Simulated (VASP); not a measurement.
A run of VASP 6.6.1:

Contents of INCAR:

```
SYSTEM = ZnH12Cl2O6
PREC     = Accurate       ! precision mode
ENCUT    = 520            ! plane-wave cutoff, eV
EDIFF    = 1E-7           ! SCF threshold, eV
ISMEAR   = -1             ! smearing method
SIGMA    = 0.05           ! smearing width, eV
LREAL    = Auto         
LASPH    = .True.         ! aspherical terms in the spheres
NELM     = 100            ! most SCF steps
ALGO     = Normal         ! electronic algorithm
ISIF     = 2              ! what is computed and relaxed
LWAVE    = .False.        ! write WAVECAR
LCHARG   = .False.        ! write CHGCAR
GGA      = PE             ! functional
IVDW     = 12             ! dispersion correction
NBANDS   = 53             ! bands
```

The input KPOINTS:

```
Automatic mesh
0
Gamma
  1 1 1
  0 0 0
```

The input POSCAR:

```
ZnH12Cl2O6
1.0
    6.4680880000      0.0000000000      0.0000000000
    0.0000000000      6.4680880000      0.0000000000
    0.0000000000      0.0000000000      6.4680880000
O H Zn Cl
6 12 1 2
Direct
    0.9012245968      0.4959116203      0.9890248865
    0.5105991137      0.2845044780      0.9511929955
    0.2763877053      0.8174131212      0.3395593876
    0.5048787215      0.5957865756      0.6718832521
    0.5938076291      0.8630371139      0.0556578698
    0.6744960798      0.3799886458      0.3502116854
    0.9263015593      0.6258263648      0.9192670230
    1.0378955883      0.4285037557      0.9936785028
    0.6489398413      0.3486965545      0.9192206414
    0.4942573447      0.3601218784      1.0776136626
    0.1425923704      0.8534979734      0.2901784886
    0.3859564063      0.8507923825      0.2388959458
    0.4121619867      0.6730891726      0.5838355941
    0.4420162496      0.4760139318      0.7314062517
    0.5367119309      0.9999400132      0.0240874892
    0.5819803317      0.7865384639     -0.0679644433
    0.7982420771      0.4258445463      0.2689357349
    0.6634881900      0.4939017527      0.4539363101
    0.2114226028      0.3149307802      0.3603537862
    0.0295605131      0.9647054895      0.8086160856
    0.8351617974      1.0902912886      0.6070109127
```

Potentials or basis: VASP PAW PBE potentials, release 64 (O, H, Zn, Cl).

Run with:

```sh
$ cat potpaw_PBE.64/O/POTCAR potpaw_PBE.64/H/POTCAR potpaw_PBE.64/Zn/POTCAR potpaw_PBE.64/Cl/POTCAR > POTCAR
$ mpirun -np 1 vasp_gam > vasp.out
```

Hardware: 1 thread of Intel(R) Xeon(R) Platinum 8488C (Sapphire Rapids), on a shared host.

Task: Estimate the wall time of this run.

Result: Wall time 30 s on 1 thread of Intel(R) Xeon(R) Platinum 8488C (Sapphire Rapids), with other jobs on the host, peak memory 0.31 GiB. Counts: scf iterations 17, k points 1.
